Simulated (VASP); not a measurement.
Data:

```
NiSb
1.0
    1.94050    -3.36104     0.00000
    1.94050     3.36104     0.00000
    0.00000     0.00000     5.03476
Ni Sb
2 2
Direct
  0.00000   0.00000   0.50000
  0.00000   0.00000   0.00000
  0.33333   0.66667   0.25000
  0.66667   0.33333   0.75000
```

Method: LDA (Ceperley-Alder, Perdew-Zunger), VASP's LDA PAW potentials (set 64) (plane waves; VASP). Settings: 520 eV cut-off, Gaussian smearing of 0.050 eV, potentials Ni Sb.

Unless said otherwise, spin-orbit coupling is left out, though it shifts the bands of the heavy elements here.

Q: Predict the band gap (along the path) with the smallest direct gap where there is one.

A: 
The band gap (along the path) is none (metal, semimetal or under 0.01 eV).

The absolute energy has meaning only against runs of the same code, potentials and settings.

The compound is NiSb in the NiAs type structure. It was relaxed first. The run is not spin-polarised, so no magnetic state was tried.
